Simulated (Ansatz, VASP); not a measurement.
## Two plane-wave programs on ScF3

File INCAR:

```
  PREC = Accurate
  ENCUT = 520
  EDIFF = 1E-7
  ISMEAR = 0
  SIGMA = 0.05
  LREAL = False
  LASPH = True
  NELM = 80
  ALGO = Normal
  ISIF = 2
  LWAVE = False
  LCHARG = False
  GGA = CA
  NBANDS = 24
```

The input KPOINTS:

```
regular mesh
0
Gamma
  6 6 6
```

Contents of POSCAR:

```
ScF3
1.0
    4.0124500000      0.0000000000      0.0000000000
    0.0000000000      4.0124500000      0.0000000000
    0.0000000000      0.0000000000      4.0124500000
Sc F
1 3
Direct
    0.0000000000      0.0000000000      0.0000000000
    0.5249224289      0.0000000000      0.0000000000
    0.0249224289      0.5000000000      0.0000000000
    0.0249224289      0.0000000000      0.5000000000
```

Input for Ansatz:

```yaml
crystal:
  lattice:
    - [4.01245, 0.0, 0.0]
    - [0.0, 4.01245, 0.0]
    - [0.0, 0.0, 4.01245]
  atoms:
    - { symbol: Sc, position: [0.0, 0.0, 0.0] }
    - { symbol: F, position: [0.5249224289, 0.0, 0.0] }
    - { symbol: F, position: [0.0249224289, 0.5, 0.0] }
    - { symbol: F, position: [0.0249224289, 0.0, 0.5] }
basis:
  ecutwfc: 420
kpoints:
  mp_grid: { grid: [6, 6, 6] }
hamiltonian:
  xc: lda
scf:
  occupations: { method: gaussian, width: 0.05 }
output:
  forces: true
  stress: true
  eigenvalues: true
```

Change from the starting cell: all F atoms moved -0.100 Å, as atom 2 towards its neighbour atom 1 (Sc) at 2.006 Å.

Alike in both runs: task single point; functional LDA; k mesh 6 × 6 × 6; occupations gaussian, width 0.05 eV; no spin polarisation.

```csv
,VASP,Ansatz
version,VASP 6.6.1,Ansatz 0.2.0
potentials or method,"VASP PAW LDA potentials, release 64 (Sc_sv, F)","scalar-relativistic, plane waves, PAW"
plane-wave cutoff (eV),520,420
valence electrons in the cell,32,32
```

|  | VASP | Ansatz | Ansatz less VASP |
| --- | --- | --- | --- |
| gap on the k mesh at the Fermi level (eV) | 6.20 | 6.23 | +0.030 |
| least direct gap on the mesh (eV) | 6.75 | 6.79 | +0.034 |
| pressure (GPa) | -1.7 | -2.4 | -0.69 |
| largest component of the traceless stress (GPa) | 1.56 | 1.48 | -0.078 |
| rms of the force components (eV/Å) | 0.408 | 0.368 | -0.0395 |

Atom by atom the forces differ by 0.040 eV/Å (rms over components).

Caveats: forces of over 1 eV/Å show positions far from the minimum, so gaps and moduli don't describe the material at rest. A k mesh can miss the band edges.
